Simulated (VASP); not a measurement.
All values below come from PBE GGA, VASP's PBE PAW potentials (set 64) (plane waves; VASP).

The input files of a VASP run:

### POSCAR
```
SnTe
1
    0.0000000000     3.2089670000     3.1455810000
    3.1981660000     0.0000000000     3.1455810000
    3.1981660000     3.2089670000     0.0000000000
Sn Te
1 1
Direct
  0.0000000000   0.0000000000   0.0000000000
  0.4862300000   0.5137700000   0.5137700000
```

INCAR:
```
! general
SYSTEM =SnTe
PREC   =Accurate
ENCUT  =400
LREAL  =.FALSE.
LASPH  =.TRUE.
ADDGRID=.TRUE.

! electronic loop
EDIFF  =1E-6
NELM   =100
ALGO   =Normal
LMAXMIX=4

! smearing
ISMEAR =0
SIGMA  =0.05

! functional
GGA    =PE

! ions
ISIF   =2

! output
LWAVE  =.FALSE.
LCHARG =.FALSE.
```

File KPOINTS:
```
kpoints
0
Gamma
7 7 7
```

POTCAR, in this order: Sn_d Te (PBE.64 set). Program: vasp_std.

Output

### OSZICAR
```
       N       E                     dE             d eps       ncg     rms          rms(c)
DAV:   1     0.109818343145E+03    0.10982E+03   -0.85218E+03  1804   0.136E+03
DAV:   2     0.111073932012E+01   -0.10871E+03   -0.10701E+03  1960   0.321E+02
DAV:   3    -0.738519174796E+01   -0.84959E+01   -0.84281E+01  2314   0.893E+01
DAV:   4    -0.760874925268E+01   -0.22356E+00   -0.22351E+00  2070   0.158E+01
DAV:   5    -0.761769170756E+01   -0.89425E-02   -0.89423E-02  2476   0.288E+00    0.441E+00
DAV:   6    -0.755854953025E+01    0.59142E-01   -0.15235E-01  2200   0.291E+00    0.278E+00
DAV:   7    -0.755979964245E+01   -0.12501E-02   -0.54656E-02  2202   0.133E+00    0.840E-01
DAV:   8    -0.756023911546E+01   -0.43947E-03   -0.72698E-03  2080   0.790E-01    0.169E-01
DAV:   9    -0.756034569692E+01   -0.10658E-03   -0.58792E-04  2250   0.258E-01    0.370E-02
DAV:  10    -0.756036085272E+01   -0.15156E-04   -0.78848E-05  1890   0.793E-02    0.209E-02
DAV:  11    -0.756036840846E+01   -0.75557E-05   -0.34996E-05  1998   0.485E-02    0.218E-02
DAV:  12    -0.756036801287E+01    0.39560E-06   -0.24580E-06  2082   0.104E-02
   1 F= -.75603680E+01 E0= -.75603680E+01  d E =-.460828E-14
```

**OUTCAR**
```
------------------------ aborting loop because EDIFF is reached ----------------------------------------
  FORCE on cell =-STRESS in cart. coord.  units (eV):
  Direction    XX          YY          ZZ          XY          YZ          ZX
  --------------------------------------------------------------------------------------
  Total        0.1535336     -0.0832946      0.9339636      0.0000000      0.0000000      0.0000000
  in kB        3.8099298     -2.0669524     23.1762629      0.0000000      0.0000000      0.0000000
  external PRESSURE =       8.3064134 kB  Pullay stress =       0.0000000 kB
  volume of cell :       64.56
      direct lattice vectors                 reciprocal lattice vectors
     0.000000000  3.208967000  3.145581000    -0.156339602  0.155813382  0.158953147
     3.198166000  0.000000000  3.145581000     0.156339602 -0.155813382  0.158953147
     3.198166000  3.208967000  0.000000000     0.156339602  0.155813382 -0.158953147
 POSITION                                       TOTAL-FORCE (eV/Angst)
 -----------------------------------------------------------------------------------
      0.00000      0.00000      0.00000        -0.003930      0.000000      0.000000
      3.28624      3.20897      3.14558         0.003930      0.000000      0.000000
 -----------------------------------------------------------------------------------
    total drift:                               -0.000040      0.000000      0.000000
  FREE ENERGIE OF THE ION-ELECTRON SYSTEM (eV)
  ---------------------------------------------------
  free  energy   TOTEN  =        -7.5603680129 eV

  energy  without entropy=       -7.5603680129  energy(sigma->0) =       -7.56036801
```
(Selected blocks of OUTCAR.)

The compound is SnTe in the rock salt structure, which distorts at low temperature. The cell was not relaxed at this level, atoms are displaced from their ideal sites. The run is one of a series of settings (ADDGRID = .TRUE. against the base run), some of them coarse on purpose.
